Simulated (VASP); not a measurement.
# CaH (Fm-3m) in VASP: further runs, part 3 of 3

VASP 6.6.1.

## (5) Single point, LDA

The input, INCAR:

```
SYSTEM = CaH
PREC = Accurate
ENCUT = 900
EDIFF = 1E-6
ISMEAR = -5
SIGMA = 0.05
LREAL = .FALSE.
LASPH = .TRUE.
NELM = 100
ALGO = Normal
ISIF = 2
LWAVE = .FALSE.
LCHARG = .TRUE.
GGA = CA
LELF = .TRUE.
LVHAR = .TRUE.
NBANDS = 12
```

The input, KPOINTS:

```
regular mesh
0
G
  9 9 9
  0 0 0
```

The input, POSCAR:

```
CaH
1.0
    0.0000000000      2.5728200000      2.5728200000
    2.5728200000      0.0000000000      2.5728200000
    2.5728200000      2.5728200000      0.0000000000
Ca H
1 1
Direct
    0.5000000000      0.5000000000      0.5000000000
    0.0000000000      0.0000000000      0.0000000000
```

Potentials or basis: VASP PAW LDA potentials, release 64 (Ca_sv, H_h).

On the command line:

```sh
> cat potpaw_LDA.64/Ca_sv/POTCAR potpaw_LDA.64/H_h/POTCAR > POTCAR
> mpirun -np 1 vasp_std > vasp.out
```

OUTCAR:

```text
SYSTEM = CaH
   PREC = Accurate
   ENCUT = 900
   EDIFF = 1E-6
   ISMEAR = -5
   LREAL = .FALSE.
   LASPH = .TRUE.
   NELM = 100
   ISIF = 2
   GGA = CA

 ion  position               nearest neighbor table
   1  0.500  0.500  0.500-
   2  0.000  0.000  0.000-

  LATTYP: Found a face centered cubic cell.
 ALAT       =     5.1456400000

  Lattice vectors:

 A1 = (   0.0000000000,   2.5728200000,   2.5728200000)
 A2 = (   2.5728200000,   0.0000000000,   2.5728200000)
 A3 = (   2.5728200000,   2.5728200000,   0.0000000000)

Analysis of symmetry for initial positions (statically):
=====================================================================
 Subroutine PRICEL returns:
 Original cell was already a primitive cell.

 Routine SETGRP: Setting up the symmetry group for a
 face centered cubic supercell.

 Subroutine GETGRP returns: Found 48 space group operations
 (whereof 48 operations were pure point group operations)
 out of a pool of 48 trial point group operations.

The static configuration has the point symmetry O_h .

[... 166 lines left out ...]
 cond. band min:       3.4653028240   @ k =  -0.4444   0.4444   0.0000
 fundamental gap:      0.1603521067
 Fermi energy:         3.3295497326

 k-point     1 :       0.0000    0.0000    0.0000
  band No.  band energies     occupation
      1     -37.7519      2.00000
      2     -18.9252      2.00000
      3     -18.9252      2.00000
      4     -18.9252      2.00000
      5      -3.6377      2.00000
      6       5.6604      0.00000
      7       5.6604      0.00000
      8       5.6604      0.00000
      9       7.0213      0.00000
     10       7.0213      0.00000
     11       8.7699      0.00000
     12      13.2586      0.00000
[... 331 lines left out ...]
 k-point    24 :       0.4444    0.4444    0.0000
  band No.  band energies     occupation
      1     -37.6994      2.00000
      2     -19.2189      2.00000
      3     -19.0363      2.00000
      4     -19.0363      2.00000
      5      -1.5228      2.00000
      6       3.5053      0.00000
      7       4.1428      0.00000
      8       7.9141      0.00000
      9       7.9699      0.00000
     10       7.9699      0.00000
     11       9.4150      0.00000
     12       9.9589      0.00000

 [... further k-points ...]
[... 5 lines left out ...]
  --------------------------------------------------------------------------------------
  -------------------------------------------------------------------------------------
  Total       -0.6741446     -0.6741446     -0.6741446     -0.0000000     -0.0000000      0.0000000
  in kB      -31.7106715    -31.7106715    -31.7106715     -0.0000000     -0.0000000      0.0000000
  external PRESSURE =     -31.7106715 kB  Pullay stress =       0.0000000 kB

 VOLUME and BASIS-vectors are now :
 -----------------------------------------------------------------------------
  energy-cutoff  :      900.00
  volume of cell :       34.06
      direct lattice vectors                 reciprocal lattice vectors
     0.000000000  2.572820000  2.572820000    -0.194339285  0.194339285  0.194339285
     2.572820000  0.000000000  2.572820000     0.194339285 -0.194339285  0.194339285
     2.572820000  2.572820000  0.000000000     0.194339285  0.194339285 -0.194339285

 POSITION                                       TOTAL-FORCE (eV/Angst)
 -----------------------------------------------------------------------------------
      2.57282      2.57282      2.57282        -0.000000     -0.000000     -0.000000
      0.00000      0.00000      0.00000         0.000000      0.000000      0.000000
 -----------------------------------------------------------------------------------
    total drift:                                0.000000      0.000000      0.000000

  FREE ENERGIE OF THE ION-ELECTRON SYSTEM (eV)
  ---------------------------------------------------
  free  energy   TOTEN  =        -6.2827040376 eV

  energy  without entropy=       -6.2827040376  energy(sigma->0) =       -6.28270404
```

Wall time 39 s (1 thread of Intel Xeon Platinum 8259CL at 2.50GHz (Skylake/Cascade Lake), shared host); peak memory 0.19 GiB.

What came out:

| Quantity | Value |
| --- | --- |
| Free energy | -6.2827 eV |
| Pressure | -3.2 GPa |
| Band gap on the k mesh | none (metal or under the smearing width) |

Caveat: tetrahedron occupations give inexact forces and stress in metals.

## (6) Summary

| task | level | potentials or basis | cell | k mesh | cutoff (eV) | smearing | grid for exact exchange (PRECFOCK) | screening parameter | other keys | mesh quality | gap on the mesh (eV) | pressure (GPa) |
| --- | --- | --- | --- | --- | --- | --- | --- | --- | --- | --- | --- | --- |
| relaxation of cell and atoms | PBE | VASP PAW PBE potentials, release 64 (Ca_sv, H) | relaxed | 9 × 9 × 9 | 600 | gaussian 0.05 eV | - | - | - | not flagged | none | 0.1 |
| relaxation of the atoms | PBEsol | VASP PAW PBE potentials, release 64 (Ca_sv, H) | atoms relaxed | 9 × 9 × 9 | 520 | gaussian 0.05 eV | - | - | - | not flagged | none | -1.4 |
| single point | HSE06+TS | VASP PAW PBE potentials, release 64 (Ca_sv, H) | as given | 5 × 5 × 5 | 600 | gaussian 0.1 eV | Fast | 0.200000 1/A | ENCUT = 600; PREC = Normal | coarse | none | -4.7 |
| single point | LDA | VASP PAW LDA potentials, release 64 (Ca_sv, H_h) | as given | 9 × 9 × 9 | 900 | tetrahedron | - | - | - | not flagged | none | -3.2 |

Alike in all rows: no spin polarisation.

Caveats: some runs use coarse meshes; the PAW data sets were made with another functional, which shifts forces and pressure a little (some runs); the relaxation stopped at its first step, so nothing moved (some runs); atom-pairwise D2, TS and ULG terms overbind metals (some runs); pairwise dispersion overbinds metals, which lowers pressure and volume (some runs); tetrahedron occupations give inexact forces and stress in metals (some runs).

Absolute energies hang on the potentials; compare differences alone.
